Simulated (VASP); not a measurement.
OSZICAR of a VASP run on SiC (zinc blende):

### OSZICAR
```
       N       E                     dE             d eps       ncg     rms          rms(c)
DAV:   1     0.850802981388E+01    0.85080E+01   -0.41392E+03   944   0.839E+02
DAV:   2    -0.133321640416E+02   -0.21840E+02   -0.21647E+02  1336   0.111E+02
DAV:   3    -0.137668779932E+02   -0.43471E+00   -0.43471E+00  1064   0.187E+01
DAV:   4    -0.137684817902E+02   -0.16038E-02   -0.16038E-02  1344   0.125E+00
DAV:   5    -0.137684827729E+02   -0.98271E-06   -0.98271E-06  1096   0.239E-02    0.837E+00
DAV:   6    -0.115994009042E+02    0.21691E+01   -0.11129E+01   928   0.190E+01    0.294E+00
DAV:   7    -0.116161822165E+02   -0.16781E-01   -0.30364E-01  1384   0.449E+00    0.167E+00
DAV:   8    -0.116259496459E+02   -0.97674E-02   -0.69540E-02  1024   0.255E+00    0.251E-01
DAV:   9    -0.116262228739E+02   -0.27323E-03   -0.12654E-03  1384   0.369E-01    0.183E-01
DAV:  10    -0.116263631114E+02   -0.14024E-03   -0.82702E-04   944   0.282E-01    0.289E-02
DAV:  11    -0.116263781466E+02   -0.15035E-04   -0.32259E-05  1184   0.571E-02    0.238E-02
DAV:  12    -0.116263825368E+02   -0.43902E-05   -0.13393E-05   960   0.445E-02    0.258E-03
DAV:  13    -0.116263830205E+02   -0.48367E-06   -0.37050E-07  1352   0.546E-03    0.104E-03
DAV:  14    -0.116263830282E+02   -0.77303E-08   -0.76533E-08   624   0.256E-03
   1 F= -.11626383E+02 E0= -.11626383E+02  d E =0.000000E+00
```

Problem. Which electronic solver shows in the log?

Solution. It is blocked Davidson (ALGO = Normal, or the opening steps of other solvers). The INCAR had ALGO = Normal.

Problem. Can the final energy be trusted as converged?

Solution. The calculation finished and met its thresholds. It stopped with EDIFF = 1E-7, NELM = 100 (vdW-DF2, plane waves, VASP's PBE PAW potentials (set 64)).

The compound is SiC in the zinc blende structure. It was relaxed first.
